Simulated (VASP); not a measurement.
## Sr3Bi under changes of volume

One of the cells (42.146 Å³/atom); the others are scaled copies at fixed shape and fractional positions:

```
Bi Sr
1.0
     7.83751    0.00000    0.00000
    -3.91876    6.78748    0.00000
     0.00000    0.00000    6.33808
Bi Sr
2 6
Cartesian
  0.0000 4.5250 4.7536
  3.9188 2.2625 1.5845
  0.0000 2.3236 1.5845
  -1.9064 5.6257 1.5845
  1.9064 5.6257 1.5845
  3.9188 4.4639 4.7536
  5.8252 1.1618 4.7536
  2.0123 1.1618 4.7536
```

The cell comes from a database or a generator and needn't be the stable form of this composition.

- Program: VASP 6.6.1
- Functional: PBE
- Potentials or basis: VASP PAW PBE potentials, release 64 (Bi_d, Sr_sv)
- Cutoff: 520 eV
- k mesh: 4 × 4 × 4
- Occupations: fermi-dirac, width 0.05 eV
- Spin: no spin polarisation

| volume (Å³/atom) | energy over the lowest point (meV/atom) | pressure (GPa) | largest force (eV/Å) |
| --- | --- | --- | --- |
| 38.840 | 8.09 | 1.2 | 0.001 |
| 39.667 | 2.86 | 0.7 | 0.003 |
| 40.493 | 0.00 | 0.3 | 0.005 |
| 42.146 | 0.71 | -0.5 | 0.006 |
| 42.972 | 3.91 | -0.8 | 0.006 |
| 43.799 | ? | ? | ? |

**Question.** What does the run at 43.799 Å³/atom give?

**Answer.** Energy over the lowest point 8.77 meV/atom; pressure -1.1 GPa; largest force 0.005 eV/Å.

Worked out: A Birch-Murnaghan fit of order 3 (a polynomial in V^(-2/3)) to the other rows has its minimum at 41.17 Å³/atom with B0 = V·E''(V) = 19.7 GPa and B' = 3.2 at fixed shape and positions, which overstates the stiffness. It gives 8.82 meV/atom at 43.799 Å³/atom, against the run's 8.77, and -dE/dV = -1.1 GPa, against -1.1.

Energies are extrapolated to zero smearing.
